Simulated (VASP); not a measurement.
Data:

```yaml
crystal:
  lattice:
    - [4.15997, 2.07692, 2.07692]
    - [2.07692, 4.15997, 2.07692]
    - [2.07692, 2.07692, 4.15997]
  atoms:
    - { symbol: Ni, position: [0.00000, 0.00000, 0.00000], spin: 1.6 }
    - { symbol: Ni, position: [0.50000, 0.50000, 0.50000], spin: -1.6 }
    - { symbol: O, position: [0.25000, 0.25000, 0.25000] }
    - { symbol: O, position: [0.75000, 0.75000, 0.75000] }
```

The numbers are results of r2SCAN meta-GGA, VASP's PBE PAW potentials (set 64) (plane waves; VASP 6.6.1), not measurements. Numerical set-up: 520 eV cut-off, 10×10×10 Γ-centred mesh, tetrahedra with Blöchl corrections, potentials Ni O.

Give the spin-up energies of bands 6 to 19 at the high-symmetry points, in eV from the valence-band maximum.

| band | Γ | T | H2 | L | S0 | F |
|---|---|---|---|---|---|---|
| 6 | -2.07 | -4.61 | -5.29 | -4.80 | -5.24 | -4.88 |
| 7 | -2.07 | -3.28 | -4.58 | -4.56 | -4.66 | -3.29 |
| 8 | -1.94 | -3.28 | -4.31 | -3.73 | -4.34 | -3.27 |
| 9 | -1.90 | -1.99 | -1.56 | -2.14 | -1.54 | -2.76 |
| 10 | -1.90 | -1.99 | -1.45 | -1.56 | -1.43 | -1.67 |
| 11 | -1.88 | -1.40 | -1.43 | -1.11 | -1.43 | -1.43 |
| 12 | -1.55 | -0.87 | -1.09 | -1.09 | -1.09 | -0.99 |
| 13 | -1.55 | -0.87 | -0.69 | -0.67 | -0.70 | -0.94 |
| 14 | -0.56 | -0.70 | -0.55 | -0.41 | -0.58 | -0.36 |
| 15 | -0.56 | -0.04 | -0.34 | -0.38 | -0.36 | -0.32 |
| 16 | -0.41 | -0.04 | -0.27 | -0.25 | -0.27 | -0.22 |
| 17 | 3.22 | 2.88 | 2.96 | 2.91 | 2.97 | 3.34 |
| 18 | 3.23 | 2.88 | 3.04 | 2.98 | 3.04 | 3.49 |
| 19 | 3.23 | 5.90 | 10.18 | 9.24 | 10.32 | 7.25 |

Give the spin-down energies of bands 6 to 19 at the high-symmetry points, in eV from the valence-band maximum.

```csv
band,Γ,T,H2,L,S0,F
6,-2.07,-4.61,-5.29,-4.80,-5.24,-4.88
7,-2.07,-3.28,-4.58,-4.56,-4.66,-3.29
8,-1.94,-3.28,-4.31,-3.73,-4.34,-3.27
9,-1.90,-1.99,-1.56,-2.14,-1.54,-2.76
10,-1.90,-1.99,-1.45,-1.56,-1.43,-1.67
11,-1.88,-1.40,-1.43,-1.11,-1.43,-1.43
12,-1.55,-0.87,-1.09,-1.09,-1.09,-0.99
13,-1.55,-0.87,-0.69,-0.67,-0.70,-0.94
14,-0.56,-0.70,-0.55,-0.41,-0.58,-0.36
15,-0.56,-0.04,-0.34,-0.38,-0.36,-0.32
16,-0.41,-0.04,-0.27,-0.25,-0.27,-0.22
17,3.22,2.88,2.96,2.91,2.97,3.34
18,3.23,2.88,3.04,2.98,3.04,3.49
19,3.23,5.90,10.18,9.24,10.32,7.25
```

The gap is indirect, 2.31 eV, from the valence maximum at (0.40, 0.40, 0.30) to the conduction minimum at (0.50, 0.30, 0.30).

The compound is NiO in the rock salt, AFM-II order structure. It was relaxed first.
